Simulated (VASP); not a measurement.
Here is the system:

```yaml
crystal:
  lattice:
    - [0.00000, 2.12997, 2.12997]
    - [2.12997, 0.00000, 2.12997]
    - [2.12997, 2.12997, 0.00000]
  atoms:
    - { symbol: Al, position: [0.00000, 0.00000, 0.00000] }
    - { symbol: N, position: [0.25000, 0.25000, 0.25000] }
```

Computed with PBE GGA, VASP's PBE PAW potentials (set 64) (plane waves; VASP). Settings: PREC = Normal, 500 eV cut-off, 4×4×4 Γ-centred mesh, Gaussian smearing of 0.010 eV, potentials Al_GW N_GW_new.

Task: Predict the energy per atom (σ→0), pressure, band gap (on the k-mesh) with the smallest direct gap where there is one.

Result: 
```json
{
 "band gap (on the k-mesh)": "3.32 eV",
 "smallest direct gap (on the k-mesh)": "4.86 eV",
 "energy per atom (σ→0)": "-709.4 kJ/mol of atoms",
 "pressure": "22.74 GPa"
}
```

Total energies compare only between runs with the same potentials, cut-off and functional.

The compound is AlN in the zinc blende structure, a metastable form; wurtzite is the usual one. This cell is one point of a volume scan, at 0.92 of the reference volume. The k-mesh is coarse (spacing up to 0.64 per Å, 2π included), so the numbers may not be converged in it.
